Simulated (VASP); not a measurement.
A VASP calculation is set up with these files.

File KPOINTS:
```
Regular mesh
0
G
 7 7 7
0 0 0
```

### INCAR
```
! general
SYSTEM  =SrVO3
PREC    =Accurate
ENCUT   =520
LREAL   =F
LASPH   =T

! electronic loop
EDIFF   =1E-6
NELM    =100
ALGO    =Normal
LMAXMIX =4
LMIXTAU =T

! smearing
ISMEAR  =1
SIGMA   =0.1

! functional
METAGGA =R2SCAN
LUSE_VDW=T
BPARAM  =11.95
CPARAM  =0.0093

! ions
IBRION  =2
NSW     =60
ISIF    =3
EDIFFG  =-0.02

! output
LWAVE   =F
LCHARG  =F
```

**POSCAR**
```
SrVO3
1.0
  3.8155530627   0.0000000000   0.0000000000
  0.0000000000   3.8155530627   0.0000000000
  0.0000000000   0.0000000000   3.8155530627
Sr V O
1 1 3
direct
  0.0000000000   0.0000000000   0.0000000000
  0.5000000000   0.5000000000   0.5000000000
  0.5000000000   0.0000000000   0.5000000000
  0.0000000000   0.5000000000   0.5000000000
  0.5000000000   0.5000000000   0.0000000000
```

POTCAR, in this order: Sr_sv V_sv O (PBE.64 set). Program: vasp_std.

Q: Write an equivalent input for Ansatz.

A: One equivalent input (not run):
Ansatz 0.2 input:
```yaml
crystal:
  lattice:
    - [3.8155531, 0.0000000, 0.0000000]
    - [0.0000000, 3.8155531, 0.0000000]
    - [0.0000000, 0.0000000, 3.8155531]
  atoms:
    - { symbol: Sr, position: [0.0000000, 0.0000000, 0.0000000] }
    - { symbol: V, position: [0.5000000, 0.5000000, 0.5000000] }
    - { symbol: O, position: [0.5000000, 0.0000000, 0.5000000] }
    - { symbol: O, position: [0.0000000, 0.5000000, 0.5000000] }
    - { symbol: O, position: [0.5000000, 0.5000000, 0.0000000] }
kpoints:
  mp_grid: { grid: [7, 7, 7] }
hamiltonian:
  xc: r2scan
  dispersion: rvv10
  pseudopotentials: { kind: paw }
scf:
  occupations: { method: methfessel_paxton, width: 0.1 }
  max_iter: 100
relax:
  max_steps: 60
  f_tol: 0.02
  cell: {}
output: { forces: true, stress: true, eigenvalues: true }
```
Limits of the translation: each code has its own PAW files, so the cut-off isn't converted (ENCUT is set for VASP's; basis.ecutwfc is left out, and Ansatz then takes the one that its files recommend); Ansatz stops its SCF on the density residual and VASP on the energy change (EDIFF).

The compound is SrVO3 in the cubic perovskite structure. This run relaxes it. Symmetry was kept, so distortions that lower it aren't found. The start is the result of an earlier pass.
